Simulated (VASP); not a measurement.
Given:

```yaml
crystal:
  lattice:
    - [4.34386, 2.17193, 2.17193]
    - [2.17193, 4.34386, 2.17193]
    - [2.17193, 2.17193, 4.34386]
  atoms:
    - { symbol: Fe, position: [0.00000, 0.00000, 0.00000], spin: 4.0 }
    - { symbol: Fe, position: [0.50000, 0.50000, 0.50000], spin: -4.0 }
    - { symbol: O, position: [0.25000, 0.25000, 0.25000] }
    - { symbol: O, position: [0.75000, 0.75000, 0.75000] }
```

Calculation: PBE GGA, VASP's PBE PAW potentials (set 64) (plane waves; VASP). Numerical set-up: 400 eV cut-off, 7×7×7 Γ-centred mesh, Fermi-Dirac smearing of 0.020 eV, potentials Fe O.

At this cut-off the stress carries a Pulay error, which pulls relaxed volumes low.

### Question
Estimate the cell moment, energy per atom (σ→0), pressure, band gap (on the k-mesh) with the smallest direct gap where there is one.

### Answer

| Quantity | Result |
|---|---|
| band gap (on the k-mesh) | none (metal, semimetal or under 0.01 eV) |
| cell moment | 0.00 μB |
| energy per atom (σ→0) | -7.455 eV/atom |
| pressure | -10.80 GPa |

### Question
Give the moment on each site (PAW-sphere projection).

### Answer

| site | moment (μB) |
|---|---|
| Fe1 | 3.45 |
| Fe2 | -3.45 |
| O3 | 0.00 |
| O4 | 0.00 |

Only differences to runs with the same potentials and settings are physical.

The structure is a typed FeO crystal. The cell was not relaxed at this level. The k-mesh is coarse (spacing up to 0.34 per Å, 2π included), so the numbers may not be converged in it.
